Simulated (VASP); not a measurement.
```xyz
4
Lattice="1.4356 0.8289 6.1170 -1.4356 0.8289 6.1170 0.0000 -1.6577 6.1170" Properties=species:S:1:pos:R:3 pbc="T T T"
Li     0.0000     0.0000     9.1755
Ag     0.0000     0.0000     0.0000
F      0.0000     0.0000     2.0248
F      0.0000     0.0000    16.3262
```

These are LDA (Ceperley-Alder, Perdew-Zunger), VASP's LDA PAW potentials (set 64) (plane waves; VASP) values and carry that method's errors. Run with 520 eV cut-off, Gaussian smearing of 0.050 eV, potentials Li_sv Ag F.

What does the run give for the band gap (along the path) with the smallest direct gap where there is one?

```yaml
band gap (along the path): 1.78 eV
smallest direct gap (along the path): 3.17 eV
```

Total energies compare only between runs with the same potentials, cut-off and functional.

The structure comes from a computed database's LiAgF2 entry (R-3m); how it stands against other phases isn't given here. It was relaxed first, which changed the volume by -15 %.
